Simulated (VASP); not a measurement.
A run of VASP 6.6.1:

POSCAR

```
Al2SiF2                                 
1.0
    2.9750728784      0.0000000000      0.0000000000
   -1.4875364393      2.5764886867     -0.0000000000
   -0.0000000000     -0.0000000000     18.7621320992
  Al              Si              F             
     4     2     4
Direct
     0.0000000000000000    0.0000000000000000    0.3555076261503720
     0.0000000000000000    0.0000000000000000    0.1444923738496281
     0.0000000000000000    0.0000000000000000    0.8555076261503718
     0.0000000000000000    0.0000000000000000    0.6444923738496282
     0.3333333300000021    0.6666666699999979    0.2500000000000000
     0.6666666699999979    0.3333333300000021    0.7500000000000000
     0.6666666699999979    0.3333333300000021    0.4202718212771626
     0.6666666699999979    0.3333333300000021    0.0797281787228375
     0.3333333300000021    0.6666666699999979    0.9202718212771624
     0.3333333300000021    0.6666666699999979    0.5797281787228376
```

File INCAR.step1:

```
SYSTEM = Al2SiF2
PREC = Accurate ; ENCUT = 520
EDIFF = 1E-6 ; ISMEAR = 0
SIGMA = 0.1 ; LREAL = .False.
LASPH = .True. ; NELM = 100
ALGO = Normal ; ISIF = 2
LWAVE = .False. ; LCHARG = .True.
GGA = PE ; KPAR = 4
```

File KPOINTS.step1:

```
Automatic mesh
0
Gamma
  12 12 2
  0 0 0
```

INCAR.step2

```
SYSTEM = Al2SiF2
PREC = Accurate ; ENCUT = 520
EDIFF = 1E-6 ; ISMEAR = -5
SIGMA = 0.1 ; LREAL = .False.
LASPH = .True. ; NELM = 100
ALGO = Normal ; ISIF = 2
LWAVE = .False. ; LCHARG = .False.
GGA = PE ; LORBIT = 10
KPAR = 4 ; NEDOS = 1001
ICHARG = 11
```

Contents of KPOINTS.step2:

```
Automatic mesh
0
Gamma
  18 18 3
  0 0 0
```

Potentials or basis: VASP PAW PBE potentials, release 64 (Al, Si, F).

Run with:

```bash
$ cat potpaw_PBE.64/Al/POTCAR potpaw_PBE.64/Si/POTCAR potpaw_PBE.64/F/POTCAR > POTCAR
$ cp INCAR.step1 INCAR
$ cp KPOINTS.step1 KPOINTS
$ mpirun -np 4 vasp_std > vasp.out
$ cp INCAR.step2 INCAR
$ cp KPOINTS.step2 KPOINTS
$ mpirun -np 4 vasp_std > vasp.out
```

Hardware: 4 MPI ranks on Intel(R) Xeon(R) 6975P-C (Granite Rapids) (shared host).

Estimate the wall time of this run.

It took 46 s on 4 MPI ranks on Intel(R) Xeon(R) 6975P-C (Granite Rapids), with other jobs on the host, peak memory 0.41 GiB a rank. Counts: scf iterations 8, k points 74.
